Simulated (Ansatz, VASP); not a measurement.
## Two plane-wave programs on Ga6GeTe

```
CELL_PARAMETERS angstrom
4.85536 0.00000 0.00000
-2.42768 4.20486 0.00000
0.00000 0.00000 8.81164
ATOMIC_POSITIONS crystal
Ga 0.66667 0.33333 0.00000
Ga 0.33333 0.66667 0.17971
Ga 0.33333 0.66667 0.82029
Ga 0.66667 0.33333 0.67461
Ga 0.66667 0.33333 0.32539
Ga 0.00000 0.00000 0.00000
Ge 0.33333 0.66667 0.50000
Te 0.00000 0.00000 0.50000
```

Alike in both runs: functional PBE; k mesh 4 × 4 × 2; occupations gaussian, width 0.2 eV; no spin polarisation.

Ansatz relaxed the structure, and its values are those at the end. VASP's run is a single point on that final structure, the one shown.

|  | VASP | Ansatz |
| --- | --- | --- |
| version | VASP 6.6.1 | Ansatz 0.2.0 |
| potentials or method | VASP PAW PBE potentials, release 64 (Ga_d, Ge_d, Te) | scalar-relativistic, plane waves, PAW |
| plane-wave cutoff (eV) | 520 | 420 |
| valence electrons in the cell | 98 | 108 |

Ansatz gave:

- gap on the k mesh at the Fermi level (eV): none
- pressure (GPa): -0.5
- rms of the force components (eV/Å): 0.008

Task: Which values does VASP return?

Result: gap on the k mesh at the Fermi level (eV): none; pressure (GPa): -0.4; rms of the force components (eV/Å): 0.008.

A gap of «none» marks a metal or a gap that the smearing closes. The two sets of potentials don't hold the same shells in valence.

Caveats: the k mesh is coarse (spacing up to 0.37 Å⁻¹), so the values aren't converged. The runs have no spin-orbit coupling, so splittings on Te are missing.
